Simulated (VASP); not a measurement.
Runs of VASP 6.6.1 on OScCl2H. The cell holds a molecule in a box, 5 atoms: a = 12.000 Å, b = 14.000 Å, c = 12.000 Å, α = 90.00°, β = 90.00°, γ = 90.00°. 

| task | level | potentials or basis | cell | cutoff (eV) | grid for exact exchange (PRECFOCK) | exchange at q = 0 | gap on the mesh (eV) | largest force (eV/Å) |
| --- | --- | --- | --- | --- | --- | --- | --- | --- |
| relaxation of the atoms | revPBE+D4 | VASP PAW PBE potentials, release 64 (O_s, Sc_sv, Cl, H_s) | atoms relaxed | 400 | - | - | (b) | 0.01 |
| relaxation of the atoms | LDA | VASP PAW LDA potentials, release 64 (O_s, Sc_sv, Cl, H_s) | atoms relaxed | 400 | - | - | (c) | - |
| single point | BLYP | VASP PAW PBE potentials, release 64 (O, Sc_sv, Cl, H) | as given | 520 | - | - | 3.73 | 0.69 |
| single point | PBE0+D3(BJ) | VASP PAW PBE potentials, release 64 (O, Sc_sv, Cl, H) | as given | 520 | Fast | truncated | 6.27 | (a) |
| single point | r2SCAN | VASP PAW PBE potentials, release 64 (O, Sc_sv, Cl, H) | as given | 520 | - | - | 4.52 | 0.28 |

Alike in all rows: no spin polarisation; k mesh 1 × 1 × 1; smearing gaussian 0.01 eV.

**Question.** Fill in the values left out.

**Answer.** (a) 0.09; (b) 3.90; (c) 3.91.

Caveats: the PAW data sets were made with another functional, which shifts forces and pressure a little (some runs).

Runs at the PBE level aren't shown here.
